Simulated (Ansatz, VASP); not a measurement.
# SnSe2: VASP beside Ansatz, part 2 of 3

One calculation is typed for both programs; each brings its own data sets. How far apart do they land? The cell is taken from a series of runs on this material, whose earlier steps may have relaxed, scaled, displaced or heated it; both programs get it as it stands.

VASP 6.6.1 and Ansatz 0.2.0.

So far: The structure; Ansatz: zone-centre phonons, PBE, pair 1.

### 3. VASP: zone-centre phonons, PBE, pair 1

Level of this step: PBE; plane waves and PAW (Sn_d, Se) (VASP).

The same cell, functional and mesh now go to VASP, with its own data sets.

Lines of VASP's logs that name or quote its potential files are left out, and so is its time.

Input file INCAR:

```
SYSTEM = SnSe2
PREC = Accurate
ENCUT = 500
EDIFF = 1E-08
NELM = 120
ISMEAR = 0
SIGMA = 0.01
LREAL = .FALSE.
ALGO = Normal
GGA = PE
NBANDS = 19
LORBIT = 11
LWAVE = .FALSE.
LCHARG = .FALSE.
ISIF = 2
IBRION = 8
LASPH = .TRUE.
GGA_COMPAT = .FALSE.
EFERMI = MIDGAP
NELMDL = -8
KPAR = 2
```

Input file POSCAR:

```
SnSe2
1.0
    3.8683279779      0.0000000000      0.0000000000
   -1.9341639889      3.2495681901      0.0000000000
    0.0000000000      0.0000000000     29.9272000000
Sn Se
1 2
Direct
    0.0000000000      0.0000000000      0.3341441899
    0.3345664922      0.6691329844      0.3880569309
    0.6654335078      0.3308670156      0.2802314489
```

Input file KPOINTS:

```
Automatic mesh
0
Gamma
9 9 1
0 0 0
```

The projector-augmented-wave data sets are Sn_d and Se (PBE family, release 64).

The run is started by

```sh
mpirun -np 2 vasp_std
```

Numbers of over 12 decimals in the logs are rounded to 6 here.

Log:

```text
[banner, memory and clock lines left out]
running    2 mpi-ranks, on    1 nodes
 distrk:  each k-point on    1 cores,    2 groups
 distr:  one band on    1 cores,    1 groups

 POSCAR found type information on POSCAR SnSe
 POSCAR found :  2 types and       3 ions
 LDA part: xc-table for (Slater+PW92), standard interpolation
 POSCAR, INCAR and KPOINTS ok, starting setup
 FFT: planning ... GRIDC
 FFT: planning ... GRID_SOFT
 FFT: planning ... GRID
 WAVECAR not read
 entering main loop
       N       E                     dE             d eps       ncg     rms          rms(c)
DAV:   1     0.175940407626E+03    0.17594E+03   -0.10177E+04  1150   0.986E+02
DAV:   2     0.885588496424E+01   -0.16708E+03   -0.16330E+03  1253   0.216E+02
DAV:   3    -0.115124219182E+02   -0.20368E+02   -0.20303E+02  1188   0.874E+01
DAV:   4    -0.121027988542E+02   -0.59038E+00   -0.58968E+00  1307   0.179E+01
DAV:   5    -0.121144694789E+02   -0.11671E-01   -0.11669E-01  1349   0.267E+00
DAV:   6    -0.121147632128E+02   -0.29373E-03   -0.29373E-03  1327   0.346E-01
DAV:   7    -0.121147724412E+02   -0.92284E-05   -0.92283E-05  1436   0.509E-02
DAV:   8    -0.121147725508E+02   -0.10960E-06   -0.10936E-06  1362   0.575E-03    0.482E+00
DAV:   9    -0.118603612305E+02    0.25441E+00   -0.57819E-01  1446   0.779E+00    0.312E+00
DAV:  10    -0.118432678775E+02    0.17093E-01   -0.22873E-01  1119   0.317E+00    0.498E-01
DAV:  11    -0.118393133844E+02    0.39545E-02   -0.25553E-02  1240   0.161E+00    0.288E-01
DAV:  12    -0.118395058113E+02   -0.19243E-03   -0.24031E-03  1136   0.316E-01    0.616E-02
DAV:  13    -0.118394903743E+02    0.15437E-04   -0.15758E-04  1383   0.119E-01    0.324E-02
DAV:  14    -0.118394963397E+02   -0.59654E-05   -0.10408E-04  1196   0.512E-02    0.113E-02
[...]
DAV:  21    -0.118397209945E+02   -0.35383E-05   -0.75172E-08  1034   0.170E-03    0.202E-04
DAV:  22    -0.118397229688E+02   -0.19743E-05   -0.30118E-08  1023   0.519E-04    0.251E-04
DAV:  23    -0.118397246163E+02   -0.16475E-05   -0.27883E-08   931   0.416E-04    0.278E-04
DAV:  24    -0.118397251231E+02   -0.50674E-06   -0.29770E-09  1102   0.282E-04    0.511E-05
DAV:  25    -0.118397254218E+02   -0.29875E-06   -0.20076E-09   952   0.169E-04    0.104E-04
DAV:  26    -0.118397254798E+02   -0.57933E-07    0.14335E-09  1059   0.802E-05    0.261E-05
DAV:  27    -0.118397254940E+02   -0.14229E-07    0.16762E-09   936   0.562E-05    0.721E-06
DAV:  28    -0.118397254991E+02   -0.51223E-08    0.17168E-09   881   0.298E-05
   1 F= -.11839725E+02 E0= -.11839725E+02  d E =0.000000E+00
 Linear response reoptimize wavefunctions to high precision
DAV:   1    -0.118397255015E+02   -0.23783E-08    0.17324E-09   953   0.185E-05
DAV:   2    -0.118397255015E+02   -0.27285E-10    0.17381E-09   720   0.872E-06
DAV:   3    -0.118397255016E+02   -0.45475E-10    0.17404E-09   658   0.534E-06
 Linear response DOF=           6
 Linear response progress:
  Degree of freedom:   1/  6
       N       E                     dE             d eps       ncg     rms          rms(c)
RMM:   1    -0.208552562831E+00   -0.20855E+00    0.77492E-01  1140   0.131E+01
RMM:   2    -0.213784963844E+00   -0.52324E-02   -0.14126E-02  1702   0.899E-01    0.719E-02
RMM:   3    -0.213672429372E+00    0.11253E-03   -0.12479E-03  1826   0.241E-01    0.382E-02
RMM:   4    -0.213428685948E+00    0.24374E-03   -0.12117E-04  1882   0.801E-02    0.197E-02
RMM:   5    -0.213297331916E+00    0.13135E-03   -0.22364E-05  1815   0.340E-02    0.501E-03
RMM:   6    -0.213290939965E+00    0.63920E-05   -0.29274E-06  2015   0.130E-02    0.213E-03
RMM:   7    -0.213299208381E+00   -0.82684E-05   -0.48450E-07  1971   0.495E-03    0.431E-04
RMM:   8    -0.213298880123E+00    0.32826E-06   -0.10440E-07  2026   0.196E-03    0.259E-04
RMM:   9    -0.213300332660E+00   -0.14525E-05   -0.37646E-08  1963   0.878E-04    0.177E-05
RMM:  10    -0.213300444552E+00   -0.11189E-06   -0.38566E-08  2141   0.387E-04    0.199E-05
RMM:  11    -0.213300496656E+00   -0.52104E-07    0.85287E-09  2094   0.179E-04    0.999E-06
RMM:  12    -0.213300515221E+00   -0.18565E-07    0.16795E-08  2072   0.949E-05    0.383E-06
RMM:  13    -0.213300474130E+00    0.41091E-07    0.14764E-08  2047   0.532E-05    0.423E-06
RMM:  14    -0.213300467284E+00    0.68465E-08    0.89924E-09  2084   0.315E-05    0.149E-06
 first order change of Fermi-energy   0.11423E-03
 force on displaced ion       1 direction 1 :  -4.775   0.000   0.000
 Linear response progress:
  Degree of freedom:   2/  6
       N       E                     dE             d eps       ncg     rms          rms(c)
RMM:   1    -0.208118968912E+00   -0.20812E+00    0.79954E-01  1146   0.133E+01
RMM:   2    -0.213335742626E+00   -0.52168E-02   -0.14392E-02  1697   0.903E-01    0.722E-02
RMM:   3    -0.213226233760E+00    0.10951E-03   -0.12742E-03  1858   0.241E-01    0.383E-02
RMM:   4    -0.212981197796E+00    0.24504E-03   -0.11777E-04  1905   0.782E-02    0.198E-02
RMM:   5    -0.212850166209E+00    0.13103E-03   -0.22194E-05  1873   0.331E-02    0.506E-03
RMM:   6    -0.212843845669E+00    0.63205E-05   -0.29316E-06  2062   0.126E-02    0.243E-03
RMM:   7    -0.212851984149E+00   -0.81385E-05   -0.44242E-07  1998   0.490E-03    0.411E-04
RMM:   8    -0.212852665024E+00   -0.68088E-06   -0.26808E-08  2091   0.189E-03    0.116E-04
[...]
RMM:  10    -0.212853893519E+00   -0.13893E-06    0.48920E-08  2110   0.377E-04    0.254E-05
RMM:  11    -0.212854026310E+00   -0.13279E-06   -0.34821E-08  2064   0.182E-04    0.472E-06
RMM:  12    -0.212854030596E+00   -0.42851E-08    0.12859E-08  2091   0.953E-05    0.408E-06
 first order change of Fermi-energy   0.40190E-03
 force on displaced ion       1 direction 2 :  -0.000  -5.397  -0.568
 Linear response progress:
  Degree of freedom:   3/  6
       N       E                     dE             d eps       ncg     rms          rms(c)
RMM:   1    -0.237093791010E+00   -0.23709E+00    0.79652E-01  1157   0.135E+01
RMM:   2    -0.241115971891E+00   -0.40222E-02   -0.16688E-02  1727   0.909E-01    0.112E-01
RMM:   3    -0.240035695276E+00    0.10803E-02   -0.18429E-03  1890   0.278E-01    0.699E-02
RMM:   4    -0.239490221331E+00    0.54547E-03   -0.26179E-04  1889   0.103E-01    0.399E-02
RMM:   5    -0.238965792186E+00    0.52443E-03   -0.20685E-04  1861   0.798E-02    0.114E-02
RMM:   6    -0.238928550186E+00    0.37242E-04   -0.40403E-05  2004   0.290E-02    0.628E-03
RMM:   7    -0.238998235401E+00   -0.69685E-04   -0.22375E-05  1910   0.127E-02    0.173E-03
RMM:   8    -0.238985223224E+00    0.13012E-04   -0.16398E-07  1914   0.531E-03    0.110E-03
RMM:   9    -0.238996474815E+00   -0.11252E-04   -0.20055E-06  1957   0.234E-03    0.166E-04
RMM:  10    -0.238997465738E+00   -0.99092E-06   -0.14955E-06  2074   0.934E-04    0.126E-04
RMM:  11    -0.239000313829E+00   -0.28481E-05   -0.88458E-07  1892   0.891E-04    0.184E-04
RMM:  12    -0.238999770888E+00    0.54294E-06   -0.25740E-06  2028   0.317E-04    0.166E-04
RMM:  13    -0.238998200496E+00    0.15704E-05    0.93997E-08  1906   0.325E-04    0.433E-05
RMM:  14    -0.238998036946E+00    0.16355E-06   -0.25467E-07  2032   0.119E-04    0.205E-05
RMM:  15    -0.238997723662E+00    0.31328E-06    0.22487E-10  1948   0.821E-05    0.131E-05
RMM:  16    -0.238997702335E+00    0.21327E-07   -0.62905E-08  2025   0.416E-05    0.106E-05
RMM:  17    -0.238997896763E+00   -0.19443E-06   -0.31986E-08  1926   0.434E-05    0.534E-06
RMM:  18    -0.238997866702E+00    0.30062E-07   -0.84636E-08  1950   0.187E-05    0.370E-06
RMM:  19    -0.238997871923E+00   -0.52210E-08    0.26155E-08  1914   0.197E-05    0.265E-06
 first order change of Fermi-energy   0.53441E-03
 force on displaced ion       1 direction 3 :  -0.000  -0.570 -16.281
 Linear response progress:
  Degree of freedom:   4/  6
       N       E                     dE             d eps       ncg     rms          rms(c)
RMM:   1    -0.789532562559E-01   -0.78953E-01    0.66051E-02  3589   0.140E+00
RMM:   2    -0.786698422729E-01    0.28341E-03   -0.24647E-03  2643   0.273E-01    0.856E-02
RMM:   3    -0.788889708595E-01   -0.21913E-03   -0.19048E-04  2944   0.819E-02    0.455E-02
RMM:   4    -0.792021686349E-01   -0.31320E-03   -0.62498E-05  3018   0.471E-02    0.750E-03
RMM:   5    -0.792281603723E-01   -0.25992E-04   -0.57720E-06  3203   0.148E-02    0.365E-03
RMM:   6    -0.792200084522E-01    0.81519E-05   -0.68361E-07  3192   0.431E-03    0.130E-03
RMM:   7    -0.792248021725E-01   -0.47937E-05   -0.15550E-07  3190   0.145E-03    0.389E-04
RMM:   8    -0.792259369645E-01   -0.11348E-05   -0.10349E-07  3221   0.528E-04    0.772E-05
RMM:   9    -0.792258568401E-01    0.80124E-07   -0.14591E-07  3320   0.195E-04    0.130E-05
RMM:  10    -0.792257592307E-01    0.97609E-07   -0.43774E-08  3442   0.646E-05    0.693E-06
RMM:  11    -0.792257927637E-01   -0.33533E-07   -0.33778E-08  3242   0.295E-05    0.299E-06
RMM:  12    -0.792257986861E-01   -0.59224E-08   -0.55531E-08  3500   0.133E-05    0.134E-06
 first order change of Fermi-energy  -0.17302E-03
 force on displaced ion       2 direction 1 :  -2.770  -0.002   0.000
 Linear response progress:
  Degree of freedom:   5/  6
       N       E                     dE             d eps       ncg     rms          rms(c)
RMM:   1    -0.785252155782E-01   -0.78525E-01    0.63238E-02  2185   0.141E+00
RMM:   2    -0.781204380063E-01    0.40478E-03   -0.24611E-03  1614   0.274E-01    0.850E-02
RMM:   3    -0.783423296650E-01   -0.22189E-03   -0.18341E-04  1789   0.822E-02    0.455E-02
RMM:   4    -0.786607564483E-01   -0.31843E-03   -0.58387E-05  1849   0.472E-02    0.724E-03
RMM:   5    -0.786863107835E-01   -0.25554E-04   -0.55073E-06  1959   0.147E-02    0.365E-03
RMM:   6    -0.786792419793E-01    0.70688E-05   -0.66861E-07  1950   0.457E-03    0.116E-03
RMM:   7    -0.786844930471E-01   -0.52511E-05   -0.81073E-08  1950   0.159E-03    0.423E-04
RMM:   8    -0.786855369102E-01   -0.10439E-05   -0.18595E-08  1930   0.535E-04    0.749E-05
RMM:   9    -0.786855330735E-01    0.38367E-08   -0.52578E-10  2038   0.207E-04    0.241E-05
 first order change of Fermi-energy  -0.67940E-01
 force on displaced ion       2 direction 2 :  -0.000  -3.011  -0.192
 Linear response progress:
  Degree of freedom:   6/  6
       N       E                     dE             d eps       ncg     rms          rms(c)
RMM:   1    -0.116082082683E+00   -0.11608E+00    0.66063E-02  2181   0.150E+00
RMM:   2    -0.114231797003E+00    0.18503E-02   -0.23853E-03  1713   0.250E-01    0.954E-02
RMM:   3    -0.114014661496E+00    0.21714E-03   -0.28095E-04  1849   0.913E-02    0.437E-02
RMM:   4    -0.113959529979E+00    0.55132E-04   -0.59379E-05  1883   0.424E-02    0.235E-02
RMM:   5    -0.113951067892E+00    0.84621E-05   -0.29212E-05  1884   0.287E-02    0.816E-03
RMM:   6    -0.113945443013E+00    0.56249E-05   -0.22347E-06  1960   0.915E-03    0.352E-03
RMM:   7    -0.113944387394E+00    0.10556E-05   -0.69906E-07  1917   0.401E-03    0.625E-04
RMM:   8    -0.113946936329E+00   -0.25489E-05   -0.62361E-08  1838   0.146E-03    0.318E-04
RMM:   9    -0.113949722370E+00   -0.27860E-05   -0.73246E-08  1863   0.955E-04    0.208E-04
RMM:  10    -0.113950589078E+00   -0.86671E-06    0.41766E-08  1913   0.453E-04    0.964E-05
RMM:  11    -0.113952659097E+00   -0.20700E-05    0.38647E-07  1889   0.574E-04    0.665E-05
RMM:  12    -0.113953272062E+00   -0.61297E-06    0.22274E-07  1842   0.305E-04    0.364E-05
RMM:  13    -0.113953309285E+00   -0.37222E-07   -0.37068E-07  1973   0.153E-04    0.240E-05
RMM:  14    -0.113953277584E+00    0.31701E-07    0.64176E-08  2003   0.874E-05    0.986E-06
RMM:  15    -0.113953285187E+00   -0.76028E-08   -0.88121E-08  1912   0.663E-05    0.679E-06
 first order change of Fermi-energy   0.34939E+00
 force on displaced ion       2 direction 3 :  -0.000  -0.199  -8.868
 Linear response finished
```

Parts of OUTCAR (step 3):

```text
ion  position               nearest neighbor table
   1  0.000  0.000  0.334-   2 2.71   3 2.71   2 2.74   3 2.74   2 2.74   3 2.74
   2  0.335  0.669  0.388-   1 2.71   1 2.74   1 2.74
   3  0.665  0.331  0.280-   1 2.71   1 2.74   1 2.74

  LATTYP: Found a base centered orthorhombic cell.
 ALAT       =     3.8683279779
 B/A-ratio  =     1.6800892834
 C/A-ratio  =     7.7364691337

 Subroutine GETGRP returns: Found  4 space group operations
 (whereof  2 operations were pure point group operations)

The static configuration has the point symmetry C_1h.
 The point group associated with its full space group is C_2h.

 Found     25 irreducible k-points:

   k-points           NKPTS =     25   k-points in BZ     NKDIM =     25   number of bands    NBANDS=     19

   dimension x,y,z NGX =    28 NGY =   28 NGZ =  224
   dimension x,y,z NGXF=    56 NGYF=   56 NGZF=  448

   ENCUT  =  500.0 eV  36.75 Ry    6.06 a.u.   7.05  6.89 54.56*2*pi/ulx,y,z

   NELECT =      26.0000    total number of electrons

 k-points in reciprocal lattice and weights: Automatic mesh
   0.00000000  0.00000000  0.00000000       0.012
   0.11111111  0.00000000  0.00000000       0.049
   0.22222222 -0.00000000  0.00000000       0.049
   0.33333333  0.00000000  0.00000000       0.049
   0.44444444 -0.00000000  0.00000000       0.049
   0.00000000  0.11111111  0.00000000       0.025
   0.11111111  0.11111111  0.00000000       0.049
   0.22222222  0.11111111  0.00000000       0.049
   0.33333333  0.11111111  0.00000000       0.049
[...]
0.00000000  0.44444444  0.00000000       0.025
   0.11111111  0.44444444  0.00000000       0.025

 average (electrostatic) potential at core
       1-110.6525       2 -61.3095       3 -61.3095

  Total        0.4259451      1.5521559      0.0370574      0.0000000      0.0011828      0.0000000
  in kB        1.8140498      6.6104478      0.1578230      0.0000000      0.0050375      0.0000000
  external PRESSURE =       2.8607735 kB  Pullay stress =       0.0000000 kB

  energy-cutoff  :      500.00
  volume of cell :      376.20
      direct lattice vectors                 reciprocal lattice vectors
     3.868327978  0.000000000  0.000000000     0.258509621  0.153866597  0.000000000
    -1.934163989  3.249568190  0.000000000     0.000000000  0.307733195  0.000000000
     0.000000000  0.000000000 29.927200000     0.000000000  0.000000000  0.033414419

 POSITION                                       TOTAL-FORCE (eV/Angst)
 -----------------------------------------------------------------------------------
      0.00000      0.00000     10.00000         0.000000      0.000000      0.000000
      0.00000      2.17439     11.61346         0.000000      0.000342      0.015082
      1.93416      1.07517      8.38654        -0.000000     -0.000342     -0.015082
 -----------------------------------------------------------------------------------
    total drift:                               -0.000000      0.000001      0.000032

 Eigenvectors and eigenvalues of the dynamical matrix
 ----------------------------------------------------

   1 f  =    7.670755 THz    48.196775 2PiTHz  255.868842 cm-1    31.723679 meV
             X         Y         Z           dx          dy          dz
      0.000000  0.000000 10.000000    -0.000000   -0.039416   -0.754431
      0.000000  2.174393 11.613457     0.000000    0.024137    0.462664
      1.934164  1.075175  8.386543     0.000000    0.024137    0.462664

   2 f  =    5.448910 THz    34.236510 2PiTHz  181.756066 cm-1    22.534870 meV
             X         Y         Z           dx          dy          dz
      0.000000  0.000000 10.000000     0.000000   -0.000000    0.000000
      0.000000  2.174393 11.613457     0.000000    0.011939    0.707006
      1.934164  1.075175  8.386543    -0.000000   -0.011939   -0.707006

   3 f  =    4.400120 THz    27.646768 2PiTHz  146.772196 cm-1    18.197425 meV
             X         Y         Z           dx          dy          dz
      0.000000  0.000000 10.000000     0.000000    0.754430   -0.039571
      0.000000  2.174393 11.613457    -0.000000   -0.462664    0.024010
      1.934164  1.075175  8.386543    -0.000000   -0.462664    0.024010

   4 f  =    4.140978 THz    26.018529 2PiTHz  138.128144 cm-1    17.125699 meV
             X         Y         Z           dx          dy          dz
      0.000000  0.000000 10.000000     0.757131   -0.000000    0.000000
      0.000000  2.174393 11.613457    -0.461927    0.000000   -0.000000
      1.934164  1.075175  8.386543    -0.461927    0.000000   -0.000000

   5 f  =    3.205985 THz    20.143795 2PiTHz  106.940136 cm-1    13.258881 meV
             X         Y         Z           dx          dy          dz
      0.000000  0.000000 10.000000    -0.000000    0.000000   -0.000000
      0.000000  2.174393 11.613457     0.000000    0.707006   -0.011939
      1.934164  1.075175  8.386543    -0.000000   -0.707006    0.011939

   6 f  =    3.134780 THz    19.696406 2PiTHz  104.565019 cm-1    12.964404 meV
             X         Y         Z           dx          dy          dz
      0.000000  0.000000 10.000000    -0.000000    0.000000    0.000000
      0.000000  2.174393 11.613457    -0.707107    0.000000   -0.000000
      1.934164  1.075175  8.386543     0.707107   -0.000000    0.000000

   7 f/i=    0.000634 THz     0.003986 2PiTHz    0.021159 cm-1     0.002623 meV
             X         Y         Z           dx          dy          dz
      0.000000  0.000000 10.000000     0.000000    0.639590   -0.141971
      0.000000  2.174393 11.613457     0.000000    0.521531   -0.115714
      1.934164  1.075175  8.386543     0.000000    0.521531   -0.115714

   8 f/i=    0.001704 THz     0.010704 2PiTHz    0.056824 cm-1     0.007045 meV
             X         Y         Z           dx          dy          dz
      0.000000  0.000000 10.000000     0.000000    0.142148    0.639619
      0.000000  2.174393 11.613457     0.000000    0.115606    0.521513
      1.934164  1.075175  8.386543     0.000000    0.115606    0.521513

   9 f/i=    0.009943 THz     0.062476 2PiTHz    0.331676 cm-1     0.041123 meV
             X         Y         Z           dx          dy          dz
      0.000000  0.000000 10.000000     0.653263   -0.000000   -0.000000
      0.000000  2.174393 11.613457     0.535372   -0.000000   -0.000000
      1.934164  1.075175  8.386543     0.535372   -0.000000   -0.000000

 ELASTIC MODULI CONTR FROM IONIC RELAXATION (kBar)
 Direction    XX          YY          ZZ          XY          YZ          ZX
 --------------------------------------------------------------------------------
 XX         -31.3461    -28.9104    -80.4963     -0.0000      4.6649      0.0000
 YY         -28.9104    -34.4999    -79.8766     -0.0000    -15.2371     -0.0000
 ZZ         -80.4963    -79.8766   -210.7657     -0.0000     -2.0725     -0.0000
 XY          -0.0000     -0.0000     -0.0000     -0.1667     -0.0000      3.6467
 YZ           4.6649    -15.2371     -2.0725     -0.0000    -49.4177     -0.0000
 ZX           0.0000     -0.0000     -0.0000      3.6467     -0.0000    -79.7895
 --------------------------------------------------------------------------------
```

### 4. Side by side

Known differences besides the potentials themselves: fixed occupations in Ansatz, narrow Gaussian smearing in VASP; Ansatz cuts the interaction across the vacuum, VASP repeats the sheet without a dipole correction; the data sets hold 46 valence electrons in Ansatz (on its PAW soft_1 files) and 26 in VASP; the cutoff is 420 eV in Ansatz and 500 eV in VASP. Total energies have different zeros and are not compared.

Both answers:

```tsv
quantity	Ansatz	VASP	difference
optical mode 1 (cm⁻¹)	104.5	104.6	-0.05 %
optical mode 2 (cm⁻¹)	106.9	106.9	-0.05 %
optical mode 3 (cm⁻¹)	137.4	138.1	-0.50 %
optical mode 4 (cm⁻¹)	146.7	146.8	-0.02 %
optical mode 5 (cm⁻¹)	181.5	181.8	-0.12 %
optical mode 6 (cm⁻¹)	255.2	255.9	-0.25 %
```

Modes are paired by rising frequency, not by their patterns, so a pair may set unlike modes beside each other; they are those without the splitting of longitudinal modes. Where the cell holds vacuum, a pressure given here is an average over it and none of the material.

(Continued in part 3 of 3.)

[Lines on the potential files, build, host, timing and source positions are cut from VASP's logs without a mark.]

[Logs are printed without paths, hosts, clocks, repeated set-up lines and the standing remarks that a program may print on its own settings, such as how far it seeks lower states.]

[Hosts, paths, dates, database ids (printed as entryN), source tags and the programs' standing remarks are cut or masked in the printed files.]
